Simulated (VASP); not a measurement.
Output of a VASP run:

OSZICAR:
```
       N       E                     dE             d eps       ncg     rms          rms(c)
DAV:   1     0.159696156777E+03    0.15970E+03   -0.15065E+04  2824   0.218E+03
DAV:   2    -0.547328426696E+02   -0.21443E+03   -0.20715E+03  2804   0.383E+02
DAV:   3    -0.659019010684E+02   -0.11169E+02   -0.10231E+02  2964   0.117E+02
DAV:   4    -0.661600473602E+02   -0.25815E+00   -0.25526E+00  3204   0.168E+01
DAV:   5    -0.661678868789E+02   -0.78395E-02   -0.78373E-02  3460   0.269E+00    0.210E+01
DAV:   6    -0.634480832525E+02    0.27198E+01   -0.88330E+01  2960   0.161E+02    0.222E+01
DAV:   7    -0.580236079623E+02    0.54245E+01   -0.22459E+01  3080   0.814E+01    0.295E+00
DAV:   8    -0.580586741884E+02   -0.35066E-01   -0.63734E-01  3020   0.887E+00    0.270E+00
DAV:   9    -0.580692968297E+02   -0.10623E-01   -0.40552E-01  3164   0.971E+00    0.971E-01
DAV:  10    -0.580774998649E+02   -0.82030E-02   -0.15330E-01  2840   0.434E+00    0.340E-01
DAV:  11    -0.580796425627E+02   -0.21427E-02   -0.62297E-02  2800   0.266E+00    0.245E-01
DAV:  12    -0.580737872109E+02    0.58554E-02   -0.26745E-02  2816   0.176E+00    0.135E-01
DAV:  13    -0.580742319730E+02   -0.44476E-03   -0.28021E-03  3016   0.719E-01    0.430E-02
DAV:  14    -0.580741897160E+02    0.42257E-04   -0.52742E-04  2904   0.307E-01    0.266E-02
DAV:  15    -0.580741897571E+02   -0.41177E-07   -0.12841E-04  2932   0.157E-01    0.134E-02
DAV:  16    -0.580742547402E+02   -0.64983E-04   -0.43987E-05  2908   0.870E-02    0.463E-03
DAV:  17    -0.580742538065E+02    0.93367E-06   -0.36976E-05  2836   0.837E-02    0.267E-03
DAV:  18    -0.580742490092E+02    0.47973E-05   -0.65353E-06  2924   0.349E-02    0.215E-03
DAV:  19    -0.580742468929E+02    0.21164E-05   -0.10970E-06  2964   0.139E-02    0.150E-03
DAV:  20    -0.580742512065E+02   -0.43136E-05   -0.30125E-07  2476   0.667E-03    0.591E-04
DAV:  21    -0.580742515227E+02   -0.31621E-06   -0.20124E-07  2012   0.535E-03    0.306E-04
DAV:  22    -0.580742512551E+02    0.26753E-06   -0.13096E-08  1520   0.153E-03    0.199E-04
DAV:  23    -0.580742514197E+02   -0.16461E-06   -0.65819E-09  1508   0.113E-03    0.113E-04
DAV:  24    -0.580742512092E+02    0.21055E-06   -0.26862E-09  1508   0.706E-04    0.400E-05
DAV:  25    -0.580742511423E+02    0.66854E-07   -0.96037E-10  1476   0.373E-04
   1 F= -.58074251E+02 E0= -.58074856E+02  d E =0.181359E-02  mag=     0.9248
```

OUTCAR:
```
------------------------ aborting loop because EDIFF is reached ----------------------------------------
  FORCE on cell =-STRESS in cart. coord.  units (eV):
  Direction    XX          YY          ZZ          XY          YZ          ZX
  --------------------------------------------------------------------------------------
  Total       -0.0396526     -0.0396526     -0.0396526     -0.0000000      0.0000000      0.0000000
  in kB       -1.4739889     -1.4739889     -1.4739889     -0.0000000      0.0000000      0.0000000
  external PRESSURE =      -1.4739889 kB  Pullay stress =       0.0000000 kB
  volume of cell :       43.10
      direct lattice vectors                 reciprocal lattice vectors
     3.506140938  0.000000000  0.000000000     0.285213863  0.000000000  0.000000000
     0.000000000  3.506140938  0.000000000     0.000000000  0.285213863  0.000000000
     0.000000000  0.000000000  3.506140938     0.000000000  0.000000000  0.285213863
 POSITION                                       TOTAL-FORCE (eV/Angst)
 -----------------------------------------------------------------------------------
      0.00000      0.00000      0.00000         0.000000      0.000000      0.000000
      0.00000      1.75307      1.75307         0.000000      0.000000      0.000000
      1.75307      0.00000      1.75307         0.000000      0.000000      0.000000
      1.75307      1.75307      0.00000         0.000000      0.000000      0.000000
 -----------------------------------------------------------------------------------
    total drift:                                0.000000      0.000000      0.000000
  FREE ENERGIE OF THE ION-ELECTRON SYSTEM (eV)
  ---------------------------------------------------
  free  energy   TOTEN  =       -58.0742511423 eV

  energy  without entropy=      -58.0760647283  energy(sigma->0) =      -58.07485567

 total charge

# of ion       s       p       d       tot
------------------------------------------
    1        0.411   0.420   0.000   0.831
    2        0.531   0.599   8.379   9.508
    3        0.531   0.599   8.379   9.508
    4        0.531   0.599   8.379   9.508
--------------------------------------------------
tot          2.004   2.216  25.136  29.355

 magnetization (x)

# of ion       s       p       d       tot
------------------------------------------
    1       -0.002  -0.011   0.000  -0.012
    2       -0.007  -0.024   0.370   0.340
    3       -0.007  -0.024   0.370   0.340
    4       -0.007  -0.024   0.370   0.340
--------------------------------------------------
tot         -0.021  -0.082   1.111   1.008
```
(Selected blocks of OUTCAR.)

### POSCAR
```
Ni3Al
1
    3.5061409382     0.0000000000     0.0000000000
    0.0000000000     3.5061409382     0.0000000000
    0.0000000000     0.0000000000     3.5061409382
Al Ni
1 3
Direct
  0.0000000000   0.0000000000   0.0000000000
  0.0000000000   0.5000000000   0.5000000000
  0.5000000000   0.0000000000   0.5000000000
  0.5000000000   0.5000000000   0.0000000000
```

Task: Reconstruct the remaining input files.

Result: One answer among several that fit: the input of the run itself, SCAN meta-GGA, plane waves, VASP's PBE PAW potentials (set 64).

INCAR:
```
! general
SYSTEM  = Ni3Al
PREC    = Accurate
ENCUT   = 520   ! plane-wave cut-off (eV)
LREAL   = .FALSE.
LASPH   = .TRUE.

! electronic loop
EDIFF   = 1E-7
NELM    = 100   ! most electronic steps
ALGO    = Normal   ! blocked Davidson
LMAXMIX = 4
LMIXTAU = .TRUE.

! smearing
ISMEAR  = 1   ! Methfessel-Paxton
SIGMA   = 0.1

! functional
METAGGA = SCAN

! spin
ISPIN   = 2
MAGMOM  = -0.0 3*0.3

! ions
ISIF    = 2

! output
LWAVE   = .FALSE.
LCHARG  = .FALSE.
LORBIT  = 10
```

File KPOINTS:
```
Automatic mesh
0
Gamma
9 9 9
0 0 0
```

POTCAR, in this order: Al Ni (PBE.64 set). Program: vasp_std.

The compound is Ni3Al in the L1_2 structure. It was relaxed first, which changed the volume by -5 %.
